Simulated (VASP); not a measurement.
Given:

```
BaTe
1.0
    5.01108     0.00000     0.00000
    0.00000     5.01108     0.00000
    0.00000     0.00000    29.35933
Ba Te
4 4
Direct
  0.00000   0.50000   0.32139
  0.50000   0.00000   0.43851
  0.00000   0.50000   0.56149
  0.50000   0.00000   0.67861
  0.00000   0.50000   0.43956
  0.50000   0.00000   0.31827
  0.00000   0.50000   0.68173
  0.50000   0.00000   0.56044
```

The numbers are results of r2SCAN meta-GGA, VASP's PBE PAW potentials (set 64) (plane waves; VASP), not measurements. Numerical set-up: PREC = Normal, 400 eV cut-off, 4×4×1 Γ-centred mesh, Gaussian smearing of 0.050 eV, potentials Ba_sv Te.

Unless said otherwise, spin-orbit coupling is left out, though it shifts the bands of the heavy elements here.

Q: Estimate the energy per atom (σ→0), band gap (on the k-mesh) with the smallest direct gap where there is one.

A: 
The band gap (on the k-mesh) is 1.99 eV. The smallest direct gap (on the k-mesh) comes out as 1.99 eV and the energy per atom (σ→0) is -2691.9 kJ/mol of atoms.

Total energies compare only between runs with the same potentials, cut-off and functional.

The cell is a thin slab with vacuum, built from BaTe (rock salt): (100) face.
